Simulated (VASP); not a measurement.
All values below come from revTPSS meta-GGA, VASP's PBE PAW potentials (set 64) (plane waves; VASP).

VASP input:

### POSCAR
```
CoAl
1
    2.8214718980     0.0000000000     0.0000000000
   -0.0000000000     2.8214718980     0.0000000000
   -0.0000000000    -0.0000000000     2.8214718980
Al Co
1 1
Direct
  0.5000000000   0.5000000000   0.5000000000
  0.0000000000   0.0000000000   0.0000000000
```

File KPOINTS:
```
Automatic mesh
0
Gamma
12 12 12
0 0 0
```

**INCAR**
```
# general
SYSTEM   =  CoAl
PREC     =  Accurate
ENCUT    =  520
LREAL    =  .False.   # projection in real space or not
LASPH    =  .True.   # aspherical one-centre terms

# electronic loop
EDIFF    =  1E-6   # SCF stop (eV)
NELM     =  100   # most electronic steps
ALGO     =  Normal   # blocked Davidson
LMAXMIX  =  4   # l cut-off of mixed one-centre charges
LMIXTAU  =  .True.

# smearing
ISMEAR   =  1   # Methfessel-Paxton
SIGMA    =  0.1

# functional
METAGGA  =  RTPSS

# ions
IBRION   =  2
NSW      =  60
ISIF     =  3
EDIFFG   =  -0.01

# output
LWAVE    =  .False.
LCHARG   =  .False.
```

POTCAR, in this order: Al Co (PBE.64 set). Program: vasp_std.

Output

**OUTCAR**
```
 ion  position               nearest neighbor table
   1  0.500  0.500  0.500-   2 2.44   2 2.44   2 2.44   2 2.44   2 2.44   2 2.44   2 2.44   2 2.44
  LATTYP: Found a simple cubic cell.
 ALAT       =     2.8214718980
 Subroutine PRICEL returns:
 Original cell was already a primitive cell.
 Subroutine GETGRP returns: Found 48 space group operations
The static configuration has the point symmetry O_h .
The dynamic configuration has the point symmetry O_h .
 Subroutine INISYM returns: Found 48 space group operations
 Subroutine IBZKPT returns following result:
 Found     84 irreducible k-points:

 Following reciprocal coordinates:
            Coordinates               Weight
  0.000000  0.000000  0.000000      1.000000
  0.083333  0.000000  0.000000      6.000000
  0.166667  0.000000  0.000000      6.000000
  0.250000  0.000000  0.000000      6.000000
  0.333333  0.000000  0.000000      6.000000
  0.416667  0.000000  0.000000      6.000000
  0.500000  0.000000  0.000000      3.000000
  0.083333  0.083333  0.000000     12.000000
  0.166667  0.083333  0.000000     24.000000
  0.250000  0.083333  0.000000     24.000000
  0.333333  0.083333  0.000000     24.000000
  0.416667  0.083333  0.000000     24.000000
  0.500000  0.083333  0.000000     12.000000
  0.166667  0.166667  0.000000     12.000000
  0.250000  0.166667  0.000000     24.000000
  0.333333  0.166667  0.000000     24.000000
  0.416667  0.166667  0.000000     24.000000
  0.500000  0.166667  0.000000     12.000000
  0.250000  0.250000  0.000000     12.000000
  0.333333  0.250000  0.000000     24.000000
  0.416667  0.250000  0.000000     24.000000
  0.500000  0.250000  0.000000     12.000000
  0.333333  0.333333  0.000000     12.000000
  0.416667  0.333333  0.000000     24.000000
  0.500000  0.333333  0.000000     12.000000
...
```

OSZICAR:
```
       N       E                     dE             d eps       ncg     rms          rms(c)
DAV:   1     0.599613936299E+02    0.59961E+02   -0.66064E+03  1688   0.157E+03
DAV:   2     0.321152423491E+01   -0.56750E+02   -0.54392E+02  1710   0.247E+02
DAV:   3     0.935413063089E+00   -0.22761E+01   -0.22675E+01  1950   0.704E+01
DAV:   4     0.893073264023E+00   -0.42340E-01   -0.42326E-01  2114   0.870E+00
DAV:   5     0.891613690196E+00   -0.14596E-02   -0.14595E-02  1984   0.160E+00    0.835E+00
DAV:   6    -0.104636517040E+02   -0.11355E+02   -0.11386E+01  1684   0.445E+01    0.386E+00
DAV:   7    -0.112348484111E+02   -0.77120E+00   -0.13051E+01  1936   0.527E+01    0.932E+00
DAV:   8    -0.105098840942E+02    0.72496E+00   -0.43951E+00  1886   0.298E+01    0.288E+00
DAV:   9    -0.105661258624E+02   -0.56242E-01   -0.36995E+00  1984   0.287E+01    0.330E+00
DAV:  10    -0.104735773994E+02    0.92548E-01   -0.76906E-01  1948   0.134E+01    0.346E-01
DAV:  11    -0.104750573147E+02   -0.14799E-02   -0.18603E-02  2286   0.182E+00    0.129E-01
DAV:  12    -0.104749654871E+02    0.91828E-04   -0.10202E-03  2088   0.450E-01    0.395E-02
DAV:  13    -0.104749745824E+02   -0.90953E-05   -0.69497E-05  1988   0.122E-01    0.137E-02
DAV:  14    -0.104749839860E+02   -0.94036E-05   -0.67872E-05  1984   0.122E-01    0.247E-02
DAV:  15    -0.104749823150E+02    0.16710E-05   -0.38388E-05  1912   0.924E-02    0.668E-03
DAV:  16    -0.104749823676E+02   -0.52566E-07   -0.56102E-07   878   0.993E-03
   1 F= -.10474982E+02 E0= -.10475055E+02  d E =-.104750E+02
```

**OUTCAR**
```
------------------------ aborting loop because EDIFF is reached ----------------------------------------
  FORCE on cell =-STRESS in cart. coord.  units (eV):
  Direction    XX          YY          ZZ          XY          YZ          ZX
  --------------------------------------------------------------------------------------
  Total       -0.0003084     -0.0003084     -0.0003084      0.0000000      0.0000000     -0.0000000
  in kB       -0.0219984     -0.0219984     -0.0219984      0.0000000      0.0000000     -0.0000000
  external PRESSURE =      -0.0219984 kB  Pullay stress =       0.0000000 kB
  volume of cell :       22.46
      direct lattice vectors                 reciprocal lattice vectors
     2.821471898  0.000000000  0.000000000     0.354424937  0.000000000  0.000000000
     0.000000000  2.821471898  0.000000000     0.000000000  0.354424937  0.000000000
     0.000000000  0.000000000  2.821471898     0.000000000  0.000000000  0.354424937
 POSITION                                       TOTAL-FORCE (eV/Angst)
 -----------------------------------------------------------------------------------
      1.41074      1.41074      1.41074         0.000000      0.000000      0.000000
      0.00000      0.00000      0.00000         0.000000      0.000000      0.000000
 -----------------------------------------------------------------------------------
    total drift:                               -0.000000     -0.000000     -0.000000
  FREE ENERGIE OF THE ION-ELECTRON SYSTEM (eV)
  ---------------------------------------------------
  free  energy   TOTEN  =       -10.4749823676 eV

  energy  without entropy=      -10.4752004232  energy(sigma->0) =      -10.47505505

 reached required accuracy - stopping structural energy minimisation
```
(Selected blocks of OUTCAR.)

**OUTCAR**
```
 val. band max:       10.9738984702   @ k =   0.4167   0.4167   0.0000

 cond. band min:      10.9793318294   @ k =   0.5000   0.4167   0.1667


 Fermi energy:        10.9785574479

 k-point     1 :       0.0000    0.0000    0.0000
  band No.  band energies     occupation
      1      -0.3786      2.00000
      2       7.8242      2.00000
      3       7.8242      2.00000
      4       9.9647      2.00000
      5       9.9647      2.00000
      6       9.9647      2.00000
      7      17.0887      0.00000
      8      17.0887      0.00000
      9      17.0887      0.00000
     10      19.7069      0.00000

 k-point     2 :       0.0833    0.0000    0.0000
  band No.  band energies     occupation
      1      -0.2439      2.00000
      2       7.8105      2.00000
      3       7.8633      2.00000
      4       9.8924      2.00000
      5       9.8924      2.00000
      6       9.9725      2.00000
      7      15.8775      0.00000
      8      17.2741      0.00000
      9      17.2741      0.00000
     10      19.6854      0.00000

 k-point     3 :       0.1667    0.0000    0.0000
  band No.  band energies     occupation
      1       0.1567      2.00000
      2       7.7157      2.00000
      3       7.9724      2.00000
      4       9.7056      2.00000
      5       9.7056      2.00000
      6       9.9939      2.00000
      7      14.0632      0.00000
      8      17.8011      0.00000
      9      17.8011      0.00000
     10      19.6224      0.00000

 k-point     4 :       0.2500    0.0000    0.0000
  band No.  band energies     occupation
      1       0.8132      2.00000
      2       7.3700      2.00000
      3       8.1273      2.00000
      4       9.4723      2.00000
      5       9.4723      2.00000
      6      10.0232      2.00000
      7      12.5565     -0.00000
      8      18.6058      0.00000
      9      18.6058      0.00000
     10      19.5253      0.00000

 k-point     5 :       0.3333    0.0000    0.0000
...
```

The compound is CoAl in the CsCl type structure. It was relaxed first. The start is the result of an earlier pass. The run is not spin-polarised, so no magnetic state was tried.
